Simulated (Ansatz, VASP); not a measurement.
# Hf (Hafnium) in two plane-wave programs

One calculation is typed for both programs; each brings its own data sets. How far apart do they land? The cell is taken from a series of runs on this material, whose earlier steps may have relaxed, scaled, displaced or heated it; both programs get it as it stands.

Calculated with Ansatz 0.2.0; plane waves, with VASP 6.6.1 beside it; zone-centre phonons at LDA.

**1. Set-up**

It takes space group P6_3/mmc (No. 194, hexagonal). The conventional cell has a = 3.051 Å, b = 3.051 Å, c = 4.856 Å, α = 90.00°, β = 90.00°, γ = 120.00°. Nearest to Hf lie 12 Hf at 3.00 to 3.05 Å.

**2. Ansatz: zone-centre phonons, LDA**

Ansatz runs on its PAW soft_1 files.

Second derivatives magnify differences that forces hide, and they need a tight electronic threshold.

The input, input.yaml:

```yaml
crystal:
  lattice:
    - [3.0514709156, 0.0, 0.0]
    - [-1.5257354578, 2.6426513318, 0.0]
    - [0.0, 0.0, 4.8558582044]
  atoms:
    - { symbol: Hf, position: [0.3333333333, 0.6666666667, 0.25] }
    - { symbol: Hf, position: [0.6666666667, 0.3333333333, 0.75] }
kpoints:
  mp_grid: { grid: [15, 15, 8] }
hamiltonian:
  xc: lda
  pseudopotentials: { kind: paw, azcp: { folder: soft_1 }, xc_functional: pbe }
scf:
  occupations: { method: methfessel_paxton, width: 0.2 }
output:
  eigenvalues: true
phonons:
  method: dfpt
```

Launch:

```sh
$ ansatz run input.yaml --threads 4 --pin off --max-ram 10240MiB --backend cpu --events-out ev --progress --plain --runs-dir out
```

Numbers of over 12 decimals in the logs are rounded to 6 here.

The program printed:

```text
zone centre: on kpoints.mp_grid the ground state, and the responses unless they are solved on pairs of k-points, stand on 320 of the mesh's 1800 k-points, reduced under 4 symmetry operations, with k and −k counted as one. Each operation leaves every solved displacement unchanged or reverses it
Engine: ansatz 0.2.0, x86_64-unknown-linux-gnu
Pseudopotentials: kind: paw
Pseudopotential: Hf, paw, valence charge 26, recommended cutoff 420 eV (normal), soft_1/Hf.paw.azcp
Functional definition: SPW92
  exchange = slater_x
  correlation = pw_c
Crystal: 2 atoms, lattice volume = 39.158 Å³
Basis set: ecut = 420 eV, 761 PW (Γ), exchange–correlation on 48×48×72 points (8 copies of the dense FFT grid, shifted against one another)
Bands: 32, of which v1, the nominal top of the filled ones, is band 26 counted from 1 (25 counted from 0)
Symmetry: 24 space group operations
k-points: 320 of 1800 (irreducible under 4 space group operations, time reversal used)
Non-local potential: Hf, projectors of the file, l = 0: 3, l = 1: 2, l = 2: 2, l = 3: 3
PAW form: soft (Blöchl's): semilocal exchange-correlation on the pseudo side does not see the compensation charge
PAW frozen core: Hf, regenerated for the run's functional, and the local potential with it (the file was generated under x = pbe(κ = 0.804, μ = 0.219515), c = pbe(β = 0.066725))
PAW one-centre angular grid: Hf, 590 points (default); XC on 64 Gauss nodes
Initial density: superposition of atomic densities (chi_scale 0.1, normalization cell)
Initial wavefunctions: pseudopotential atomic-orbital guess
Functional: x = slater, c = lda
SCF iter   1: F=—  HF=-30955.136388 eV  |F-HF|=—  |Δ(HF+E_count)|=         —  Δρ=3.50e-2  dr2=5.35e-1  ethr=3.10e-3  ⟨swp⟩=5.3  Hψ=36345  notcnv=0
preconditioner: auto → Kerker (q_TF=auto, 2.860 Å⁻¹)  [metal: Δε(μ)=0.038 eV  Ē_g=17.033 eV  σ=0.200 eV  W_gap=0.16  n_scr=22 (ndim 8)  ℏωp=41.1 eV  f_vac=0.000  D(μ)=1.44/eV (n_scr^D=8)]
SCF iter   2: F=—  HF=-30955.006162 eV  |F-HF|=—  |Δ(HF+E_count)|=   1.30e-1  S|Δr|=    0.00e0  Δρ=2.12e-2  dr2=1.99e-1  ethr=1.03e-3  ⟨swp⟩=2.9  Hψ=20247  notcnv=0  defer=122
SCF iter   3: F=—  HF=-30954.956090 eV  |F-HF|=—  |Δ(HF+E_count)|=   5.01e-2  S|Δr|=    0.00e0  Δρ=8.53e-3  dr2=3.20e-2  ethr=3.83e-4  ⟨swp⟩=2.0  Hψ=15953  notcnv=0  defer=135
SCF iter   4: F=—  HF=-30954.922404 eV  |F-HF|=—  |Δ(HF+E_count)|=   3.37e-2  S|Δr|=    0.00e0  Δρ=3.28e-3  dr2=1.98e-3  ethr=6.16e-5  ⟨swp⟩=2.0  Hψ=18434  notcnv=0  defer=135
SCF iter   5: F=—  HF=-30954.923250 eV  |F-HF|=—  |Δ(HF+E_count)|=   8.45e-4  S|Δr|=    0.00e0  Δρ=6.22e-4  dr2=1.25e-4  ethr=3.82e-6  ⟨swp⟩=2.9  Hψ=17215  notcnv=0  defer=135
SCF iter   6: F=—  HF=-30954.923382 eV  |F-HF|=—  |Δ(HF+E_count)|=   1.32e-4  S|Δr|=    0.00e0  Δρ=1.30e-4  dr2=4.94e-6  ethr=2.40e-7  ⟨swp⟩=2.4  Hψ=18671  notcnv=0  defer=135
SCF iter   7: F=—  HF=-30954.923390 eV  |F-HF|=—  |Δ(HF+E_count)|=   8.38e-6  S|Δr|=    0.00e0  Δρ=2.71e-5  dr2=2.90e-7  ethr=9.50e-9  ⟨swp⟩=3.3  Hψ=19684  notcnv=0  defer=173
SCF iter   8: F=—  HF=-30954.923390 eV  |F-HF|=—  |Δ(HF+E_count)|=   2.59e-8  S|Δr|=    0.00e0  Δρ=5.04e-6  dr2=1.06e-8  ethr=5.58e-10  ⟨swp⟩=2.8  Hψ=19900  notcnv=0  defer=173
SCF iter   9: F=—  HF=-30954.923390 eV  |F-HF|=—  |Δ(HF+E_count)|=   2.77e-9  S|Δr|=    0.00e0  Δρ=8.41e-7  dr2=2.13e-10  ethr=2.03e-11  ⟨swp⟩=3.0  Hψ=20040  notcnv=0  defer=173
SCF iter  10: F=—  HF=-30954.923390 eV  |F-HF|=—  |Δ(HF+E_count)|=  5.46e-11  S|Δr|=    0.00e0  Δρ=2.19e-7  dr2=1.28e-11  ethr=1.00e-12  ⟨swp⟩=3.1  Hψ=20411  notcnv=0  defer=173
SCF iter  11: F=-30954.923390 eV  HF=-30954.923390 eV  |F-HF|=3.64e-12  |Δ(HF+E_count)|=  3.64e-12  S|Δr|=    0.00e0  Δρ=4.53e-8  dr2=4.10e-13  ethr=1.00e-12  ⟨swp⟩=13.3  Hψ=72435  notcnv=0
SCF 1 converged in 11 iterations: F = -30954.923390 eV  dr2 = 4.10e-13
  greatest PAW one-centre occupation: 0.998 electrons in one spin orbital (limit 2), on the Hf atom at site 1 (counted from 0), in its partial waves of l = 3
DFPT response loops at Γ: preconditioner auto → Kerker (q_TF=auto, 2.860 Å⁻¹) (partly filled bands, converged f_vac=0.000); β = 1.00, the filter's whole step (`scf.mixing.beta` (0.50) is not read by the response loops under this deck's `scf.mixing.preconditioner`; to damp them name `kerker` or `kerker_dos`, under which they read `scf.mixing.beta`, and type it under 1.00, their step now; both keys bind the ground state too); Broyden in place of MSR1
SCF converged after 11 iterations
Stability not checked: this state was not tested for a lower state beside it, because cold or Methfessel-Paxton smearing, or corrected tetrahedra, fill the levels in a way that the test cannot read (fill_not_monotonic; see scf.lower_state_search)
Free energy (F): -30954.923390 eV
Harris-Foulkes:  -30954.923390 eV  (|F-HF|=3.64e-12)
Internal energy: -30954.925055 eV  (E = F + TS)
E sigma→0 (E₀):  -30954.923807 eV
Entropy (-TS):   0.001665 eV (0.832 meV/atom)
Fermi energy:    20.687336 eV
--- Per-component energies (eV) ---
  E_band       = 122.329201
  E_kinetic    = 830.740293
  E_local      = -11922.497828  (includes V_loc(G=0)·N_el)
  E_nonlocal   = 142.678949
  E_hartree    = 5860.734339
  E_xc         = -533.129855
  E_vxc        = -515.463955  (∫ρ·V_xc dr)
  E_paw        = -14908.438165  (= ΣΔE_a)
  E_vpaw       = -134.597179  (= ΣTr[D̂ρ^β])
  E_aug_tail   = 0.000241  (compensation charges beyond the density's cutoff)
  E_ewald      = -10429.927206
  E_core_change = 4.914176  (= ΣΔE_core)
  E_smearing   = 0.001665  (= −TS)
  E_closure    = 0.000000  (closes the sum)
  Σ components = -30954.923390   (vs F -30954.923390, Δ=0.00e0)
--- Band table (eV; the first three rows and the last of 320) ---
  k-point 0: bands = [... 22 lower, 12.8710, 16.4874, 21.7834, 21.7834, 21.9284, 22.0416, 22.7347, 22.7347, ... 2 higher]
  k-point 1: bands = [... 22 lower, 13.0396, 16.4511, 21.6371, 21.6917, 21.6917, 21.9034, 22.5979, 22.5979, ... 2 higher]
  k-point 2: bands = [... 22 lower, 13.5222, 16.2757, 21.0559, 21.5392, 21.5593, 21.5593, 22.2775, 22.2775, ... 2 higher]
  k-point 319: bands = [... 22 lower, 17.5215, 17.5215, 19.8011, 19.8011, 20.6602, 20.6602, 23.0074, 23.0074, ... 2 higher]
--- Phonons (Γ-DFPT): 2 representative perturbations + reference, on 320 of 1800 k-points (Σ response iterations 6) ---
  k mesh reduced under 4 symmetry operations, with k and −k counted as one. Each operation leaves every solved displacement unchanged or reverses it
  ASR residual: 3.165e-5 → 0.000e0 eV/Å²; symmetrization residual: 5.663e-12 eV/Å²
  ASR residual per site (eV/Å²): 3.17e-5 3.17e-5
  Γ frequencies (cm⁻¹): 0.00 0.00 0.00 65.93 65.93 136.80
  non-analytic LO–TO correction: not included (Born effective charges unavailable; polar crystals: no LO–TO splitting at Γ)
```

**3. VASP: zone-centre phonons, LDA**

The same cell, functional (in two slightly different forms), mesh and smearing now go to VASP, with its own data sets.

Lines of VASP's logs that name or quote its potential files are left out, and so is its time.

The input, INCAR:

```
SYSTEM = Hf
PREC = Accurate
ENCUT = 500
EDIFF = 1E-08
NELM = 120
ISMEAR = 1
SIGMA = 0.2
LREAL = .FALSE.
ALGO = Normal
GGA = PW92
NBANDS = 16
LASPH = .TRUE.
LORBIT = 11
LWAVE = .FALSE.
LCHARG = .FALSE.
ISIF = 2
IBRION = 8
GGA_COMPAT = .FALSE.
KPAR = 2
```

The input, POSCAR:

```
Hf
1.0
    3.0514709156      0.0000000000      0.0000000000
   -1.5257354578      2.6426513318      0.0000000000
    0.0000000000      0.0000000000      4.8558582044
Hf
2
Direct
    0.3333333334      0.6666666668      0.2500000000
    0.6666666668      0.3333333334      0.7500000000
```

The input, KPOINTS:

```
Automatic mesh
0
Gamma
15 15 8
0 0 0
```

The projector-augmented-wave data sets are Hf_pv (LDA family, release 64).

Launch:

```sh
$ mpirun -np 2 vasp_std
```

The program printed:

```text
[banner, memory and clock lines left out]
running    2 mpi-ranks, on    1 nodes
 distrk:  each k-point on    1 cores,    2 groups
 distr:  one band on    1 cores,    1 groups

 POSCAR found type information on POSCAR Hf
 POSCAR found :  1 types and       2 ions
|                                                                             |
|               ----> ADVICE to this user running VASP <----                  |
|                                                                             |
|     You enforced a specific xc type in the INCAR file but a different       |
|     [... a line on the potential file left out ...]
|     I HOPE YOU KNOW WHAT YOU ARE DOING!                                     |
|                                                                             |

 LDA part: xc-table for (Slater(with rela. corr.)+PW92), standard interpolation
 POSCAR, INCAR and KPOINTS ok, starting setup
 FFT: planning ... GRIDC
 FFT: planning ... GRID_SOFT
 FFT: planning ... GRID
 WAVECAR not read
 entering main loop
       N       E                     dE             d eps       ncg     rms          rms(c)
DAV:   1     0.476256506692E+02    0.47626E+02   -0.11392E+04  4328   0.117E+03
DAV:   2    -0.204420633117E+02   -0.68068E+02   -0.66478E+02  5736   0.253E+02
DAV:   3    -0.219317942099E+02   -0.14897E+01   -0.14809E+01  5728   0.262E+01
DAV:   4    -0.219413035071E+02   -0.95093E-02   -0.94883E-02  5328   0.252E+00
DAV:   5    -0.219414012931E+02   -0.97786E-04   -0.97781E-04  5592   0.214E-01    0.712E+01
DAV:   6    -0.214822863670E+02    0.45911E+00   -0.36917E-01  5232   0.415E+00    0.420E+01
DAV:   7    -0.213134510471E+02    0.16884E+00   -0.59764E-01  5288   0.510E+00    0.188E+00
DAV:   8    -0.213063592388E+02    0.70918E-02   -0.35835E-02  5104   0.136E+00    0.332E-01
DAV:   9    -0.213064295985E+02   -0.70360E-04   -0.79231E-04  5736   0.205E-01    0.166E-01
DAV:  10    -0.213064289346E+02    0.66391E-06   -0.43486E-05  5232   0.483E-02    0.217E-01
DAV:  11    -0.213064250658E+02    0.38688E-05   -0.55261E-06  5376   0.164E-02    0.122E-02
DAV:  12    -0.213064250426E+02    0.23146E-07   -0.44759E-07  5352   0.467E-03    0.629E-03
DAV:  13    -0.213064250322E+02    0.10420E-07   -0.19174E-08  4136   0.105E-03    0.926E-04
DAV:  14    -0.213064250325E+02   -0.32196E-09   -0.16105E-09  3000   0.345E-04
   1 F= -.21306425E+02 E0= -.21306884E+02  d E =0.137616E-02
 Linear response reoptimize wavefunctions to high precision
DAV:   1    -0.213064250325E+02    0.55934E-10   -0.30224E-10  3256   0.138E-04
 Linear response DOF=           2
 Linear response progress:
  Degree of freedom:   1/  2
       N       E                     dE             d eps       ncg     rms          rms(c)
RMM:   1    -0.195074013441E+00   -0.19507E+00    0.46885E+00 18740   0.117E+01
RMM:   2    -0.198816861661E+00   -0.37428E-02   -0.37663E-02 27625   0.119E+00    0.609E-01
RMM:   3    -0.198115597314E+00    0.70126E-03   -0.39803E-03 34930   0.247E-01    0.130E-01
RMM:   4    -0.197782439278E+00    0.33316E-03   -0.42837E-04 41051   0.844E-02    0.195E-01
RMM:   5    -0.197394370197E+00    0.38807E-03   -0.40711E-05 37626   0.363E-02    0.227E-02
RMM:   6    -0.197334103880E+00    0.60266E-04   -0.21893E-05 42561   0.122E-02    0.295E-02
RMM:   7    -0.197345010067E+00   -0.10906E-04   -0.21092E-05 37906   0.715E-03    0.495E-02
RMM:   8    -0.197333356239E+00    0.11654E-04    0.38456E-06 38781   0.339E-03    0.115E-02
RMM:   9    -0.197332080561E+00    0.12757E-05   -0.79239E-06 41837   0.108E-03    0.419E-03
RMM:  10    -0.197332569514E+00   -0.48895E-06   -0.34945E-06 40514   0.315E-04    0.112E-03
RMM:  11    -0.197332223532E+00    0.34598E-06   -0.21090E-06 40536   0.250E-04    0.696E-04
RMM:  12    -0.197332224508E+00   -0.97595E-09   -0.95586E-07 39675   0.108E-04    0.506E-05
RMM:  13    -0.197332267268E+00   -0.42760E-07   -0.58970E-07 40066   0.660E-05    0.965E-05
RMM:  14    -0.197332278109E+00   -0.10841E-07   -0.25954E-07 37308   0.519E-05    0.133E-05
RMM:  15    -0.197332287451E+00   -0.93420E-08   -0.13724E-07 33858   0.462E-05    0.188E-05
RMM:  16    -0.197332292930E+00   -0.54791E-08   -0.51739E-08 29057   0.432E-05    0.879E-06
 first order change of Fermi-energy  -0.55513E-05
 force on displaced ion       1 direction 1 :  -1.375  -0.000   0.000
 Linear response progress:
  Degree of freedom:   2/  2
       N       E                     dE             d eps       ncg     rms          rms(c)
RMM:   1    -0.240384833046E+00   -0.24038E+00    0.50523E+00  6464   0.123E+01
RMM:   2    -0.249715701058E+00   -0.93309E-02   -0.43750E-02  9536   0.124E+00    0.781E-01
RMM:   3    -0.248947794559E+00    0.76791E-03   -0.27895E-03 10980   0.280E-01    0.232E-01
RMM:   4    -0.248839632799E+00    0.10816E-03   -0.38824E-04 13123   0.929E-02    0.208E-01
RMM:   5    -0.248570844132E+00    0.26879E-03    0.20794E-04 12801   0.418E-02    0.494E-02
RMM:   6    -0.248528178647E+00    0.42665E-04   -0.14133E-05 11080   0.176E-02    0.403E-02
RMM:   7    -0.248547891298E+00   -0.19713E-04    0.64640E-06 12236   0.658E-03    0.815E-03
RMM:   8    -0.248549140211E+00   -0.12489E-05    0.24305E-05 13576   0.262E-03    0.247E-03
RMM:   9    -0.248541606961E+00    0.75333E-05    0.19941E-05 13180   0.122E-03    0.136E-03
RMM:  10    -0.248540752148E+00    0.85481E-06    0.20749E-05 12685   0.508E-04    0.445E-04
RMM:  11    -0.248540852997E+00   -0.10085E-06    0.13942E-05 13072   0.225E-04    0.760E-05
RMM:  12    -0.248541158222E+00   -0.30522E-06    0.94745E-06 13690   0.989E-05    0.471E-05
RMM:  13    -0.248541588158E+00   -0.42994E-06    0.34547E-06 13556   0.635E-05    0.264E-05
RMM:  14    -0.248541710975E+00   -0.12282E-06    0.13152E-06 13799   0.484E-05    0.124E-05
[...]
RMM:  43    -0.248541827707E+00    0.30032E-08   -0.11974E-06  4501   0.341E-05    0.315E-07
RMM:  44    -0.248541822682E+00    0.50257E-08   -0.11500E-06  4504   0.341E-05    0.240E-07
RMM:  45    -0.248541819637E+00    0.30452E-08   -0.11165E-06  4472   0.341E-05    0.320E-07
RMM:  46    -0.248541814260E+00    0.53769E-08   -0.10662E-06  4435   0.341E-05    0.251E-07
RMM:  47    -0.248541810956E+00    0.33038E-08   -0.10317E-06  4386   0.341E-05    0.325E-07
RMM:  48    -0.248541804978E+00    0.59774E-08   -0.97582E-07  4361   0.341E-05    0.261E-07
RMM:  49    -0.248541801993E+00    0.29855E-08   -0.94242E-07  4343   0.341E-05    0.220E-07
RMM:  50    -0.248541795807E+00    0.61859E-08   -0.88629E-07  4323   0.341E-05    0.749E-08
 first order change of Fermi-energy  -0.14783E-03
 force on displaced ion       1 direction 3 :   0.000  -0.000  -6.146
 Linear response finished
```

(Part 1 of 2 ends here.)

[Lines on the potential files, build, host, timing and source positions are cut from VASP's logs without a mark.]

[Logs are printed without paths, hosts, clocks, repeated set-up lines and the standing remarks that a program may print on its own settings, such as how far it seeks lower states.]

[Hosts, paths, dates, database ids (printed as entryN), source tags and the programs' standing remarks are cut or masked in the printed files.]
